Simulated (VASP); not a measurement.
# Cd4TeO3 (P6/mmm) in VASP: notebook

Runs on Cd4TeO3. Level: PBE. Tasks: relaxation of cell and atoms.

Everything below comes from runs of VASP 6.6.1. Logs are shortened: lines on timing, memory, paths and dates and some standing lists are left out, and cuts for length are marked.

### 1 The structure

The structure is hexagonal, space group P6/mmm (No. 191). The conventional cell has a = 5.199 Å, b = 5.199 Å, c = 7.751 Å, α = 90.00°, β = 90.00°, γ = 120.00°. Cd (site symmetry 6mm) is surrounded by 1 O at 1.73 Å. Around Cd (site symmetry -6m2) lie 3 Cd at 3.00 Å and 3 Te at 3.00 Å. Te (site symmetry 6/mmm) is surrounded by 2 Cd at 2.15 Å. O (site symmetry -6m2) has 6 O at 3.00 Å as nearest neighbours. O (site symmetry 6/mmm) has 2 Cd at 1.73 Å as nearest neighbours.

The cell was built by a generator and needn't be a form met in nature.

### 2 Relaxation of cell and atoms, PBE

INCAR reads:

```
SYSTEM = Cd4TeO3
PREC     = Normal         ! precision mode
ENCUT    = 520            ! plane-wave cutoff, eV
EDIFF    = 1E-4           ! SCF threshold, eV
ISMEAR   = 0              ! smearing method
SIGMA    = 0.15           ! smearing width, eV
LREAL    = .False.        ! projectors in reciprocal space
LASPH    = .True.         ! aspherical terms in the spheres
NELM     = 60             ! most SCF steps
ALGO     = Fast           ! electronic algorithm
ISIF     = 3              ! what is computed and relaxed
LWAVE    = .False.        ! write WAVECAR
LCHARG   = .False.        ! write CHGCAR
GGA      = PE             ! functional
IBRION   = 2              ! ionic algorithm
NSW      = 24             ! ionic steps
EDIFFG   = -0.08          ! ionic threshold
```

KPOINTS reads:

```
Automatic mesh
0
Gamma
  3 3 2
  0 0 0
```

POSCAR reads:

```
Cd4TeO3
1.0
    5.1990289500      0.0000000000      0.0000000000
   -2.5995144800      4.5024911500      0.0000000000
    0.0000000000      0.0000000000      7.7507262600
Cd Te O
4 1 3
Direct
    0.0000000000      0.0000000000      0.7230183300
    0.0000000000      0.0000000000      0.2769816700
    0.3333333300      0.6666666700      0.0000000000
    0.6666666700      0.3333333300      0.0000000000
    0.0000000000      0.0000000000      0.0000000000
    0.3333333300      0.6666666700      0.5000000000
    0.6666666700      0.3333333300      0.5000000000
    0.0000000000      0.0000000000      0.5000000000
```

Potentials or basis: VASP PAW PBE potentials, release 64 (Cd, Te, O).

The run is started by

```console
cat potpaw_PBE.64/Cd/POTCAR potpaw_PBE.64/Te/POTCAR potpaw_PBE.64/O/POTCAR > POTCAR
mpirun -np 1 vasp_std > vasp.out
```

OUTCAR:

```text
SYSTEM = Cd4TeO3
   PREC = Normal
   ENCUT = 520
   EDIFF = 1E-4
   ISMEAR = 0
   LREAL = .False.
   LASPH = .True.
   NELM = 60
   ISIF = 3
   GGA = PE
   IBRION = 2
   NSW = 24
   EDIFFG = -0.08

 ion  position               nearest neighbor table
   1  0.000  0.000  0.723-   8 1.73   5 2.15   2 3.46   3 3.69   4 3.69   4 3.69   3 3.69   4 3.69
                             3 3.69
   2  0.000  0.000  0.277-   8 1.73   5 2.15   1 3.46   3 3.69   4 3.69   4 3.69   3 3.69   4 3.69
                             3 3.69
   3  0.333  0.667  0.000-   4 3.00   5 3.00   4 3.00   5 3.00   5 3.00   4 3.00   1 3.69   2 3.69
                             1 3.69   2 3.69   1 3.69   2 3.69
   4  0.667  0.333  0.000-   3 3.00   5 3.00   3 3.00   5 3.00   5 3.00   3 3.00   1 3.69   2 3.69
                             2 3.69   1 3.69   2 3.69   1 3.69
   5  0.000  0.000  0.000-   1 2.15   2 2.15   3 3.00   4 3.00   4 3.00   3 3.00   4 3.00   3 3.00

   6  0.333  0.667  0.500-
   7  0.667  0.333  0.500-
   8  0.000  0.000  0.500-   1 1.73   2 1.73

  LATTYP: Found a hexagonal cell.
 ALAT       =     5.1990289500
 C/A-ratio  =     1.4908026738

  Lattice vectors:

 A1 = (   5.1990289500,   0.0000000000,   0.0000000000)
 A2 = (  -2.5995144800,   4.5024911500,   0.0000000000)
 A3 = (   0.0000000000,   0.0000000000,   7.7507262600)

Analysis of symmetry for initial positions (statically):
=====================================================================
 Subroutine PRICEL returns:
 Original cell was already a primitive cell.

 Routine SETGRP: Setting up the symmetry group for a
 hexagonal supercell.

 Subroutine GETGRP returns: Found 24 space group operations
 (whereof 24 operations were pure point group operations)
 out of a pool of 24 trial point group operations.

The static configuration has the point symmetry D_6h.

Analysis of symmetry for dynamics (positions and initial velocities):
=====================================================================
 Subroutine PRICEL returns:
 Original cell was already a primitive cell.

 Routine SETGRP: Setting up the symmetry group for a
 hexagonal supercell.

 Subroutine GETGRP returns: Found 24 space group operations
 (whereof 24 operations were pure point group operations)
 out of a pool of 24 trial point group operations.

The dynamic configuration has the point symmetry D_6h.

 Subroutine INISYM returns: Found 24 space group operations
 (whereof 24 operations are pure point group operations),
 and found     1 'primitive' translations

----------------------------------------------------------------------------------------

                                     Primitive cell

  volume of cell :     181.4335

  direct lattice vectors                    reciprocal lattice vectors
     5.199028950  0.000000000  0.000000000     0.192343611  0.111049635  0.000000000
    -2.599514480  4.502491150  0.000000000     0.000000000  0.222099271  0.000000000
     0.000000000  0.000000000  7.750726260     0.000000000  0.000000000  0.129020167

  length of vectors
     5.199028950  5.199028956  7.750726260     0.222099271  0.222099271  0.129020167

  position of ions in fractional coordinates (direct lattice)
     0.000000000  0.000000000  0.723018330
     0.000000000  0.000000000  0.276981670
     0.333333330  0.666666670  0.000000000
     0.666666670  0.333333330  0.000000000
     0.000000000  0.000000000  0.000000000
     0.333333330  0.666666670  0.500000000
     0.666666670  0.333333330  0.500000000
     0.000000000  0.000000000  0.500000000

  ion indices of the primitive-cell ions
   primitive index   ion index
                 1           1
                 2           2
                 3           3
                 4           4
                 5           5
                 6           6
                 7           7
                 8           8

----------------------------------------------------------------------------------------

 KPOINTS: Automatic mesh

Automatic generation of k-mesh.
 Grid dimensions read from file:
 generate k-points for:    3    3    2

 Generating k-lattice:

  Cartesian coordinates                     Fractional coordinates (reciprocal lattice)
     0.064114537  0.037016545  0.000000000     0.333333333  0.000000000  0.000000000
     0.000000000  0.074033090  0.000000000     0.000000000  0.333333333  0.000000000
     0.000000000  0.000000000  0.064510084     0.000000000  0.000000000  0.500000000

  Length of vectors
     0.074033090  0.074033090  0.064510084

  Shift w.r.t. Gamma in fractional coordinates (k-lattice)
     0.000000000  0.000000000  0.000000000

 Subroutine IBZKPT returns following result:
 ===========================================

 Found      6 irreducible k-points:

 Following reciprocal coordinates:
            Coordinates               Weight
  0.000000  0.000000  0.000000      1.000000
  0.333333 -0.000000  0.000000      6.000000
  0.333333  0.333333  0.000000      2.000000
  0.000000  0.000000  0.500000      1.000000
  0.333333 -0.000000  0.500000      6.000000
  0.333333  0.333333  0.500000      2.000000
   k-points           NKPTS =      6   k-points in BZ     NKDIM =      6   number of bands    NBANDS=     43
   number of dos      NEDOS =    301   number of ions     NIONS =      8
   total plane-waves  NPLWV =  43200
   dimension x,y,z NGX =    30 NGY =   30 NGZ =   48
   dimension x,y,z NGXF=    60 NGYF=   60 NGZF=   96
   ions per type =               4   1   3
   NGX,Y,Z   is equivalent  to a cutoff of   9.59,  9.59, 10.30 a.u.
   NGXF,Y,Z  is equivalent  to a cutoff of  19.19, 19.19, 20.59 a.u.
 SYSTEM =  Cd4TeO3
   PREC   = normal    normal or accurate (medium, high low for compatibility)
   ISTART =      0    job   : 0-new  1-cont  2-samecut
   ICHARG =      2    charge: 1-file 2-atom 10-const
   ISPIN  =      1    spin polarized calculation?
   LNONCOLLINEAR =      F non collinear calculations
   LSORBIT =      F    spin-orbit coupling
   LASPH  =      T    aspherical Exc in radial PAW
   ENCUT  =  520.0 eV  38.22 Ry    6.18 a.u.   9.67  9.67 14.41*2*pi/ulx,y,z
   NELM   =     60;   NELMIN=  2; NELMDL= -5     # of ELM steps
   EDIFF  = 0.1E-03   stopping-criterion for ELM
   LREAL  =      F    real-space projection
   EDIFFG = -.8E-01   stopping-criterion for IOM
   NSW    =     24    number of steps for IOM
   IBRION =      2    ionic relax: 0-MD 1-quasi-New 2-CG
   NFREE  =      1    steps in history (QN), initial steepest desc. (CG)
   ISIF   =      3    stress and relaxation
   ISYM   =      2    0-nonsym 1-usesym 2-fastsym
   POTIM  = 0.5000    time-step for ionic-motion
   TEBEG  =    0.0;   TEEND  =   0.0 temperature during run
   PSTRESS=    0.0 pullay stress
   NELECT =      72.0000    total number of electrons
   NUPDOWN=      -1.0000    fix difference up-down
   EMIN   =  10.00;   EMAX   =-10.00  energy-range for DOS
   EFERMI =   0.00;   METHOD = LEGACY
   ISMEAR =     0;   SIGMA  =   0.15  broadening in eV -4-tet -1-fermi 0-gaus
   EFERMI_NEDOS =   21; number of points for ismear=-14 and -15
   IALGO  =     68    algorithm
   IMIX   =      4    mixing-type and parameters
     AMIX     =   0.40;   BMIX     =  1.00
     AMIX_MAG =   1.60;   BMIX_MAG =  1.00
  volume/ion in A,a.u.               =      22.68       153.05
  Fermi-wavevector in a.u.,A,eV,Ry     =   1.203039  2.273415 19.691762  1.447304
  Thomas-Fermi vector in A             =   2.338804
   LORBIT       =      0    0 simple, 1 ext, 2 COOP (PROOUT), +10 PAW based schemes
   GGA     = PE    functional components
   LHFCALC =     F    Hartree Fock is set to
   AEXX    =    0.0000 exact exchange contribution
   IVDW    =     0    specifies the selected vdW correction
   LEPSILON=     F    determine dielectric tensor
   LRPA    =     F    only Hartree local field effects (RPA)
 conjugate gradient relaxation of ions
 non-spin polarized calculation
 RMM-DIIS sequential band-by-band and
 Gauss-broadening in eV      SIGMA  =   0.15
  energy-cutoff  :      520.00
  volume of cell :      181.43
 maximum number of plane-waves:      4937
   NGX = 19   NGY = 19   NGZ = 29

--------------------------------------- Ionic step        1  -------------------------------------------

 number of electron      72.0000075 magnetization

 Free energy of the ion-electron system (eV)
  ---------------------------------------------------
  ext. energy  EPLUGINS =         0.00000000
  ---------------------------------------------------
  free energy    TOTEN  =        -7.94964064 eV

  energy without entropy =       -7.87015825  energy(sigma->0) =       -7.90989945

------------------------ aborting loop because EDIFF is reached ----------------------------------------

  FORCE on cell =-STRESS in cart. coord.  units (eV):
  Direction    XX          YY          ZZ          XY          YZ          ZX
  --------------------------------------------------------------------------------------
  -------------------------------------------------------------------------------------
  Total        4.4470806      4.4470806     66.0202575     -0.0000000      0.0000000      0.0000000
  in kB       39.2706491     39.2706492    583.0023343     -0.0000000      0.0000000      0.0000000
  external PRESSURE =     220.5145442 kB  Pullay stress =       0.0000000 kB
[... 27 lines left out ...]
  energy  without entropy=       -7.8701582544  energy(sigma->0) =       -7.90989945

--------------------------------------- Ionic step        2  -------------------------------------------

 number of electron      72.0000028 magnetization

 E-fermi :  -0.3483     XC(G=0):  -7.4831

 val. band max:       -0.3485758572   @ k =   0.0000   0.0000   0.5000
 cond. band min:      -0.3383957523   @ k =   0.0000   0.0000   0.0000
 fundamental gap:      0.0101801050
 Fermi energy:        -0.3482665988

 k-point     1 :       0.0000    0.0000    0.0000
  band No.  band energies     occupation
      1     -16.5714      2.00000
      2     -15.6097      2.00000
      3     -15.3638      2.00000
      4     -13.3307      2.00000
      5     -10.3353      2.00000
      6     -10.3353      2.00000
[... 514 lines left out ...]
  energy  without entropy=      -12.9926297943  energy(sigma->0) =      -13.07191203

--------------------------------------- Ionic step        8  -------------------------------------------

 number of electron      72.0000111 magnetization

 Free energy of the ion-electron system (eV)
  ---------------------------------------------------
  ext. energy  EPLUGINS =         0.00000000
  ---------------------------------------------------
  free energy    TOTEN  =       -13.15783489 eV

  energy without entropy =      -12.99694693  energy(sigma->0) =      -13.07739091

 E-fermi :   0.4228     XC(G=0):  -8.1903

 val. band max:        0.4223399835   @ k =   0.3333  -0.0000   0.0000
 cond. band min:       0.5421527685   @ k =   0.3333  -0.0000   0.5000
 fundamental gap:      0.1198127850
 Fermi energy:         0.4228310648

 k-point     1 :       0.0000    0.0000    0.0000
  band No.  band energies     occupation
      1     -16.8034      2.00000
      2     -14.8622      2.00000
      3     -14.5508      2.00000
      4     -13.1618      2.00000
      5      -9.6789      2.00000
      6      -9.6789      2.00000
[... 300 lines left out ...]
  FREE ENERGIE OF THE ION-ELECTRON SYSTEM (eV)
  ---------------------------------------------------
  free  energy   TOTEN  =       -13.1578348907 eV

  energy  without entropy=      -12.9969469311  energy(sigma->0) =      -13.07739091

 reached required accuracy - stopping structural energy minimisation
```

Run time: 4.2 min. Hardware: 1 thread of Intel Xeon Platinum 8259CL at 2.50GHz (Skylake/Cascade Lake), shared host; peak memory 0.23 GiB.

Results:

```
Free energy                            : -13.1578 eV
Relaxed volume                         : 28.26 Å³/atom
Relaxed cell                           : a = 5.265 Å, b = 5.265 Å, c = 9.416 Å, α = 90.00°, β = 90.00°, γ = 120.00°
Space group after relaxing (to 0.05 Å) : P6/mmm (No. 191)
Energy gained by relaxing              : 651.0 meV/atom
Ionic steps                            : 8
Pressure after relaxing                : -0.1 GPa
Largest force after relaxing           : 0.007 eV/Å
Band gap on the k mesh                 : none (metal or under the smearing width)
```

Forces in eV/Å, atoms in the order of the input:
```
Cd   0.000  0.000 -0.007
Cd   0.000  0.000  0.007
Cd   0.000  0.000  0.000
Cd   0.000  0.000  0.000
Te   0.000  0.000  0.000
O    0.000  0.000  0.000
O    0.000  0.000  0.000
O    0.000  0.000  0.000
```

Stress tensor (GPa, compression positive):
```
-0.37  0.00  0.00
 0.00 -0.37  0.00
 0.00  0.00  0.42
```

Step by step:
```csv
step,energy change (eV),largest force (eV/Å),pressure (GPa),volume (Å³)
1,0.0000,3.8758,22.05,181.43
2,-3.4441,1.7562,-6.20,267.45
3,-5.1782,0.7287,0.02,224.61
4,-5.1825,0.7847,-0.38,226.55
5,-5.1818,0.7535,-0.24,225.62
6,-5.1993,0.2122,0.35,224.05
7,-5.2016,0.0762,0.38,224.43
8,-5.2082,0.0068,-0.11,226.06
```

Final structure:
```
Cd Te O
1.0
     5.26521    0.00000    0.00000
    -2.63260    4.55980    0.00000
     0.00000    0.00000    9.41587
Cd Te O
4 1 3
Cartesian
  0.0000 0.0000 6.6247
  2.6326 4.5598 2.7911
  0.0000 3.0399 9.4159
  2.6326 1.5199 0.0000
  0.0000 0.0000 0.0000
  0.0000 3.0399 4.7079
  2.6326 1.5199 4.7079
  0.0000 0.0000 4.7079
```

Caveat: the k mesh is coarse (spacing up to 0.47 Å⁻¹), so the values aren't converged; the volume moved by over 15 % at a fixed basis, so the end points are rough; the relaxation stopped at a loose force limit of 0.08 eV/Å, so its end isn't a converged minimum. The run has no spin-orbit coupling, so splittings on Te are missing.

(Continued in part 2 of 2.)
